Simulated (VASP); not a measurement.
Method: r2SCAN+rVV10, VASP's PBE PAW potentials (set 64) (plane waves; VASP).

VASP input:

**INCAR**
```
# general
SYSTEM   = Nb
PREC     = Accurate
ENCUT    = 520
LREAL    = .False.
LASPH    = .True.

# electronic loop
EDIFF    = 1E-7
NELM     = 100
ALGO     = Normal
LMAXMIX  = 4
LMIXTAU  = .True.

# smearing
ISMEAR   = 1
SIGMA    = 0.1

# functional
METAGGA  = R2SCAN
LUSE_VDW = .True.
BPARAM   = 11.95
CPARAM   = 0.0093

# ions
ISIF     = 2

# output
LWAVE    = .False.
LCHARG   = .False.
```

### POSCAR
```
Nb
1
   -1.6484790091     1.6484790091     1.6484790091
    1.6484790091    -1.6484790091     1.6484790091
    1.6484790091     1.6484790091    -1.6484790091
Nb
1
Direct
  0.0000000000   0.0000000000   0.0000000000
```

**KPOINTS**
```
Automatic mesh
0
Gamma
15 15 15
0 0 0
```

POTCAR, in this order: Nb_sv (PBE.64 set). Program: vasp_std.

The run wrote:

**OSZICAR**
```
       N       E                     dE             d eps       ncg     rms          rms(c)
DAV:   1     0.100104546861E+03    0.10010E+03   -0.76233E+03  2400   0.133E+03
DAV:   2    -0.252964604230E+02   -0.12540E+03   -0.12238E+03  2638   0.464E+02
DAV:   3    -0.310879397460E+02   -0.57915E+01   -0.54781E+01  3706   0.834E+01
DAV:   4    -0.313825319515E+02   -0.29459E+00   -0.29199E+00  3400   0.168E+01
DAV:   5    -0.313971899815E+02   -0.14658E-01   -0.14622E-01  3868   0.277E+00    0.106E+01
DAV:   6    -0.238203994109E+02    0.75768E+01   -0.45646E+00  3542   0.319E+01    0.128E+00
DAV:   7    -0.248598331718E+02   -0.10394E+01   -0.33031E-01  3012   0.666E+00    0.119E+00
DAV:   8    -0.242495024153E+02    0.61033E+00   -0.61573E-01  3662   0.105E+01    0.135E+00
DAV:   9    -0.246195359350E+02   -0.37003E+00   -0.38232E-01  2710   0.647E+00    0.600E-01
DAV:  10    -0.246258898412E+02   -0.63539E-02   -0.14838E-02  3358   0.128E+00    0.156E-01
DAV:  11    -0.246270626228E+02   -0.11728E-02   -0.54794E-03  2542   0.118E+00    0.964E-02
DAV:  12    -0.246283075153E+02   -0.12449E-02   -0.18758E-03  2480   0.621E-01    0.772E-02
DAV:  13    -0.246285693350E+02   -0.26182E-03   -0.10155E-04  3488   0.126E-01    0.451E-02
DAV:  14    -0.246285579718E+02    0.11363E-04   -0.46595E-05  2844   0.800E-02    0.282E-02
DAV:  15    -0.246285944443E+02   -0.36472E-04   -0.46926E-05  3818   0.982E-02    0.204E-02
DAV:  16    -0.246285893856E+02    0.50587E-05   -0.14159E-05  3756   0.460E-02    0.755E-03
DAV:  17    -0.246285902085E+02   -0.82289E-06   -0.53727E-07  2606   0.116E-02    0.205E-03
DAV:  18    -0.246285891423E+02    0.10662E-05   -0.12455E-07  1558   0.515E-03    0.133E-03
DAV:  19    -0.246285893232E+02   -0.18094E-06   -0.68589E-08  1312   0.475E-03    0.617E-04
DAV:  20    -0.246285892474E+02    0.75845E-07   -0.31582E-08  1302   0.187E-03
   1 F= -.24628589E+02 E0= -.24628098E+02  d E =-.147496E-02
```

OUTCAR:
```
------------------------ aborting loop because EDIFF is reached ----------------------------------------
  FORCE on cell =-STRESS in cart. coord.  units (eV):
  Direction    XX          YY          ZZ          XY          YZ          ZX
  --------------------------------------------------------------------------------------
  Total       -0.0305234     -0.0305234     -0.0305234      0.0000000      0.0000000     -0.0000000
  in kB       -2.7291905     -2.7291905     -2.7291905      0.0000000      0.0000000     -0.0000000
  external PRESSURE =      -2.7291905 kB  Pullay stress =       0.0000000 kB
  volume of cell :       17.92
      direct lattice vectors                 reciprocal lattice vectors
    -1.648479009  1.648479009  1.648479009     0.000000000  0.303309898  0.303309898
     1.648479009 -1.648479009  1.648479009     0.303309898  0.000000000  0.303309898
     1.648479009  1.648479009 -1.648479009     0.303309898  0.303309898  0.000000000
 POSITION                                       TOTAL-FORCE (eV/Angst)
 -----------------------------------------------------------------------------------
      0.00000      0.00000      0.00000        -0.000000      0.000000     -0.000000
 -----------------------------------------------------------------------------------
    total drift:                                0.000000      0.000000      0.000000
  FREE ENERGIE OF THE ION-ELECTRON SYSTEM (eV)
  ---------------------------------------------------
  free  energy   TOTEN  =       -24.6285892474 eV

  energy  without entropy=      -24.6271142860  energy(sigma->0) =      -24.62809759
```
(Selected blocks of OUTCAR.)

The compound is Nb in the bcc structure. It was relaxed first.
